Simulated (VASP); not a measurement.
# BaC2 (R-3m) in VASP: notebook, part 2 of 2

VASP 6.6.1.

### Step 3. Single point, LDA

INCAR

```
PREC     = Accurate       # precision mode
ENCUT    = 520            # plane-wave cutoff, eV
EDIFF    = 1E-7           # SCF threshold, eV
ISMEAR   = 0              # smearing method
SIGMA    = 0.05           # smearing width, eV
LREAL    = F              # projectors in reciprocal space
LASPH    = T              # aspherical terms in the spheres
NELM     = 100            # most SCF steps
ALGO     = Normal         # electronic algorithm
ISIF     = 2              # what is computed and relaxed
LWAVE    = F              # write WAVECAR
LCHARG   = F              # write CHGCAR
GGA      = CA             # functional
NBANDS   = 16             # bands
```

KPOINTS

```
regular mesh
0
Gamma
  9 9 9
```

POSCAR

```
BaC2
1.0
    2.6188173636      1.5119749099      2.4859528344
   -2.6188173636      1.5119749099      2.4859528344
    0.0000000000     -3.0239498197      2.4859528344
Ba C
1 2
Direct
    0.0000000000      0.0000000000      0.0000000000
    0.5849370000      0.5849370000      0.5849370000
    0.4150630000      0.4150630000      0.4150630000
```

Potentials or basis: VASP PAW LDA potentials, release 64 (Ba_sv, C).

Started as:

```console
> cat potpaw_LDA.64/Ba_sv/POTCAR potpaw_LDA.64/C/POTCAR > POTCAR
> mpirun -np 1 vasp_std > vasp.out
```

OUTCAR:

```text
PREC = Accurate
   ENCUT = 520
   EDIFF = 1E-7
   ISMEAR = 0
   LREAL = F
   LASPH = T
   NELM = 100
   ISIF = 2
   GGA = CA

 ion  position               nearest neighbor table
   1  0.000  0.000  0.000-   2 3.08   2 3.08   3 3.08   3 3.08   2 3.08   3 3.08   3 3.10   2 3.10

   2  0.585  0.585  0.585-   3 1.27   1 3.08   1 3.08   1 3.08   1 3.10
   3  0.415  0.415  0.415-   2 1.27   1 3.08   1 3.08   1 3.08   1 3.10

  LATTYP: Found a trigonal (rhomboedric) cell.
 ALAT       =     3.9146179899
 COS(alpha) =     0.1049204312

  Lattice vectors:

 A1 = (   2.6188173636,   1.5119749099,   2.4859528344)
 A2 = (  -2.6188173636,   1.5119749099,   2.4859528344)
 A3 = (   0.0000000000,  -3.0239498197,   2.4859528344)

Analysis of symmetry for initial positions (statically):
=====================================================================
 Subroutine PRICEL returns:
 Original cell was already a primitive cell.

 Routine SETGRP: Setting up the symmetry group for a
 trigonal (rhombohedral) supercell.

 Subroutine GETGRP returns: Found 12 space group operations
 (whereof 12 operations were pure point group operations)
 out of a pool of 12 trial point group operations.

The static configuration has the point symmetry D_3d.

Analysis of symmetry for dynamics (positions and initial velocities):
=====================================================================
 Subroutine PRICEL returns:
 Original cell was already a primitive cell.

 Routine SETGRP: Setting up the symmetry group for a
 trigonal (rhombohedral) supercell.

 Subroutine GETGRP returns: Found 12 space group operations
 (whereof 12 operations were pure point group operations)
 out of a pool of 12 trial point group operations.

The dynamic configuration has the point symmetry D_3d.

 Subroutine INISYM returns: Found 12 space group operations
 (whereof 12 operations are pure point group operations),
 and found     1 'primitive' translations

----------------------------------------------------------------------------------------

                                     Primitive cell

  volume of cell :      59.0601

  direct lattice vectors                    reciprocal lattice vectors
     2.618817364  1.511974910  2.485952834     0.190925876  0.110231106  0.134086749
    -2.618817364  1.511974910  2.485952834    -0.190925876  0.110231106  0.134086749
     0.000000000 -3.023949820  2.485952834     0.000000000 -0.220462212  0.134086749

  length of vectors
     3.914617990  3.914617990  3.914617990     0.258036515  0.258036515  0.258036515

  position of ions in fractional coordinates (direct lattice)
     0.000000000  0.000000000  0.000000000
     0.584937000  0.584937000  0.584937000
     0.415063000  0.415063000  0.415063000

  ion indices of the primitive-cell ions
   primitive index   ion index
                 1           1
                 2           2
                 3           3

----------------------------------------------------------------------------------------

 KPOINTS: regular mesh

Automatic generation of k-mesh.
 Grid dimensions read from file:
 generate k-points for:    9    9    9

 Generating k-lattice:

  Cartesian coordinates                     Fractional coordinates (reciprocal lattice)
     0.021213986  0.012247901  0.014898528     0.111111111  0.000000000  0.000000000
    -0.021213986  0.012247901  0.014898528     0.000000000  0.111111111  0.000000000
     0.000000000 -0.024495801  0.014898528     0.000000000  0.000000000  0.111111111

  Length of vectors
     0.028670724  0.028670724  0.028670724

  Shift w.r.t. Gamma in fractional coordinates (k-lattice)
     0.000000000  0.000000000  0.000000000

 Subroutine IBZKPT returns following result:
 ===========================================

 Found     85 irreducible k-points:

 Following reciprocal coordinates:
            Coordinates               Weight
  0.000000  0.000000  0.000000      1.000000
  0.111111 -0.000000  0.000000      6.000000
  0.222222 -0.000000  0.000000      6.000000
  0.333333 -0.000000  0.000000      6.000000
  0.444444 -0.000000  0.000000      6.000000
  0.111111  0.111111  0.000000      6.000000
[... 16 lines left out ...]
 -0.333333  0.333333  0.000000      6.000000
  0.444444  0.444444  0.000000      6.000000
 [... further k-points ...]
   k-points           NKPTS =     85   k-points in BZ     NKDIM =     85   number of bands    NBANDS=     16
   number of dos      NEDOS =    301   number of ions     NIONS =      3
   total plane-waves  NPLWV =  27000
   dimension x,y,z NGX =    30 NGY =   30 NGZ =   30
   dimension x,y,z NGXF=    60 NGYF=   60 NGZF=   60
   ions per type =               1   2
   NGX,Y,Z   is equivalent  to a cutoff of  12.74, 12.74, 12.74 a.u.
   NGXF,Y,Z  is equivalent  to a cutoff of  25.48, 25.48, 25.48 a.u.
 SYSTEM =  unknown system
   PREC   = accura    normal or accurate (medium, high low for compatibility)
   ISTART =      0    job   : 0-new  1-cont  2-samecut
   ICHARG =      2    charge: 1-file 2-atom 10-const
   ISPIN  =      1    spin polarized calculation?
   LNONCOLLINEAR =      F non collinear calculations
   LSORBIT =      F    spin-orbit coupling
   LASPH  =      T    aspherical Exc in radial PAW
   ENCUT  =  520.0 eV  38.22 Ry    6.18 a.u.   7.28  7.28  7.28*2*pi/ulx,y,z
   NELM   =    100;   NELMIN=  2; NELMDL= -5     # of ELM steps
   EDIFF  = 0.1E-06   stopping-criterion for ELM
   LREAL  =      F    real-space projection
   EDIFFG = 0.1E-05   stopping-criterion for IOM
   NSW    =      0    number of steps for IOM
   IBRION =     -1    ionic relax: 0-MD 1-quasi-New 2-CG
   NFREE  =      0    steps in history (QN), initial steepest desc. (CG)
   ISIF   =      2    stress and relaxation
   ISYM   =      2    0-nonsym 1-usesym 2-fastsym
   POTIM  = 0.5000    time-step for ionic-motion
   TEBEG  =    0.0;   TEEND  =   0.0 temperature during run
   PSTRESS=    0.0 pullay stress
   NELECT =      18.0000    total number of electrons
   NUPDOWN=      -1.0000    fix difference up-down
   EMIN   =  10.00;   EMAX   =-10.00  energy-range for DOS
   EFERMI =   0.00;   METHOD = LEGACY
   ISMEAR =     0;   SIGMA  =   0.05  broadening in eV -4-tet -1-fermi 0-gaus
   EFERMI_NEDOS =   21; number of points for ismear=-14 and -15
   IALGO  =     38    algorithm
   IMIX   =      4    mixing-type and parameters
     AMIX     =   0.40;   BMIX     =  1.00
     AMIX_MAG =   1.60;   BMIX_MAG =  1.00
  volume/ion in A,a.u.               =      19.69       132.85
  Fermi-wavevector in a.u.,A,eV,Ry     =   1.101711  2.081932 16.514305  1.213767
  Thomas-Fermi vector in A             =   2.238143
   LORBIT       =      0    0 simple, 1 ext, 2 COOP (PROOUT), +10 PAW based schemes
   GGA     = CA    functional components
   LHFCALC =     F    Hartree Fock is set to
   AEXX    =    0.0000 exact exchange contribution
   IVDW    =     0    specifies the selected vdW correction
   LEPSILON=     F    determine dielectric tensor
   LRPA    =     F    only Hartree local field effects (RPA)
 non-spin polarized calculation
 Gauss-broadening in eV      SIGMA  =   0.05
  energy-cutoff  :      520.00
  volume of cell :       59.06
 maximum number of plane-waves:      1608
 NGX is ok and might be reduce to    30
   NGX = 15   NGY = 15   NGZ = 15

 number of electron      17.9999999 magnetization

 Free energy of the ion-electron system (eV)
  ---------------------------------------------------
  ext. energy  EPLUGINS =         0.00000000
  ---------------------------------------------------
  free energy    TOTEN  =       -21.70114351 eV

  energy without entropy =      -21.70114351  energy(sigma->0) =      -21.70114351

 E-fermi :   1.8794     XC(G=0):  -9.7468

 val. band max:        1.6050941172   @ k =  -0.4444   0.4444   0.4444
 cond. band min:       2.8494920609   @ k =   0.0000   0.0000   0.0000
 fundamental gap:      1.2443979436
 Fermi energy:         1.8793684713

 k-point     1 :       0.0000    0.0000    0.0000
  band No.  band energies     occupation
      1     -25.0667      2.00000
      2     -10.8385      2.00000
      3      -9.9827      2.00000
      4      -9.9827      2.00000
      5      -9.8645      2.00000
      6      -0.7869      2.00000
[... 433 lines left out ...]
      3     -10.6110      2.00000
      4     -10.4432      2.00000
      5      -9.7687      2.00000
      6      -1.7651      2.00000
[... 8 lines left out ...]
     15       9.8903      0.00000
     16      10.7147      0.00000

 [... further k-points ...]

------------------------ aborting loop because EDIFF is reached ----------------------------------------

  FORCE on cell =-STRESS in cart. coord.  units (eV):
  Direction    XX          YY          ZZ          XY          YZ          ZX
  --------------------------------------------------------------------------------------
  -------------------------------------------------------------------------------------
  Total       -1.5168576     -1.5168576     -1.9739313      0.0000000     -0.0000000     -0.0000000
  in kB      -41.1492071    -41.1492071    -53.5486696      0.0000000     -0.0000000     -0.0000000
  external PRESSURE =     -45.2823613 kB  Pullay stress =       0.0000000 kB

 VOLUME and BASIS-vectors are now :
 -----------------------------------------------------------------------------
  energy-cutoff  :      520.00
  volume of cell :       59.06
      direct lattice vectors                 reciprocal lattice vectors
     2.618817364  1.511974910  2.485952834     0.190925876  0.110231106  0.134086749
    -2.618817364  1.511974910  2.485952834    -0.190925876  0.110231106  0.134086749
     0.000000000 -3.023949820  2.485952834     0.000000000 -0.220462212  0.134086749

 POSITION                                       TOTAL-FORCE (eV/Angst)
 -----------------------------------------------------------------------------------
      0.00000      0.00000      0.00000        -0.000000      0.000000      0.000000
      0.00000      0.00000      4.36238         0.000000     -0.000000     -0.392042
      0.00000      0.00000      3.09548         0.000000      0.000000      0.392042
 -----------------------------------------------------------------------------------
    total drift:                                0.000000     -0.000000     -0.000000

  FREE ENERGIE OF THE ION-ELECTRON SYSTEM (eV)
  ---------------------------------------------------
  free  energy   TOTEN  =       -21.7011435134 eV

  energy  without entropy=      -21.7011435134  energy(sigma->0) =      -21.70114351
```

Wall time 69 s (1 thread of Intel Xeon Platinum 8259CL at 2.50GHz (Skylake/Cascade Lake), shared host); peak memory 0.2 GiB.

What came out:

```yaml
Free_energy: -21.7011 eV
Pressure: -4.5 GPa
Largest_force: 0.392 eV/Å
Band_gap_on_the_k_mesh: 1.24 eV, indirect (least direct gap 2.12 eV)
```

Forces in eV/Å, atoms in the order of the input:
```
Ba   0.000  0.000  0.000
C    0.000  0.000 -0.392
C    0.000  0.000  0.392
```

Caveat: spin-orbit coupling is left out, which moves the levels of the heavy elements; an odd mesh through Γ misses points on the zone boundary, where band edges often lie.
